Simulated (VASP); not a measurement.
Input of a VASP 6.6.1 run:

Contents of INCAR:

```
PREC = Accurate
ENCUT = 520
EDIFF = 1E-6
ISMEAR = 0
SIGMA = 0.1
LREAL = False
LASPH = True
NELM = 100
ALGO = Fast
ISIF = 2
LWAVE = False
LCHARG = True
GGA = PE
LELF = True
LVHAR = True
NBANDS = 48
```

Contents of KPOINTS:

```
regular mesh
0
Gamma
  3 3 2
```

File POSCAR:

```
CaBiOF
1.0
    5.6439740000     -0.6705450000     -0.6045590000
   -0.0855120000      5.3347530000      0.6357110000
    0.2719140000     -1.4213210000      6.7132600000
O Bi F Ca
2 2 2 2
Direct
    0.3032534096      0.4529363866      0.1818594743
    0.6842209307      0.9597728742      0.4945753253
    0.3052972480      0.7411967189      0.6539401560
    0.0180571999      0.7983312210      0.2591868487
    0.0451901742      0.3191277392      0.4169519894
    0.0650646085      0.0682003374      0.8417072614
    0.7751113684      0.4370986645      0.7306198665
    0.5500335973      0.0358724405      0.0953397093
```

Potentials or basis: VASP PAW PBE potentials, release 64 (O, Bi_d, F, Ca_sv).

Run with:

```console
$ cat potpaw_PBE.64/O/POTCAR potpaw_PBE.64/Bi_d/POTCAR potpaw_PBE.64/F/POTCAR potpaw_PBE.64/Ca_sv/POTCAR > POTCAR
$ mpirun -np 1 vasp_std > vasp.out
```

Question: Estimate the pressure.

Answer: -9.0 GPa.

Question: Estimate the band gap on the k mesh.

Answer: None (metal or under the smearing width).

Question: Predict the largest force.

Answer: 2.323 eV/Å.

Forces in eV/Å, atoms in the order of the input:
```
O    0.757  1.255 -0.935
O   -1.092 -0.579 -0.032
Bi   0.835  1.469 -1.405
Bi   0.807 -1.037  1.047
F   -1.196  0.045  1.161
F   -0.235 -0.366  0.211
Ca   0.867 -1.066 -1.873
Ca  -0.742  0.280  1.826
```

Caveat: the k mesh is coarse (spacing up to 0.46 Å⁻¹), so the values aren't converged; spin-orbit coupling is left out, which moves the levels of the heavy elements.
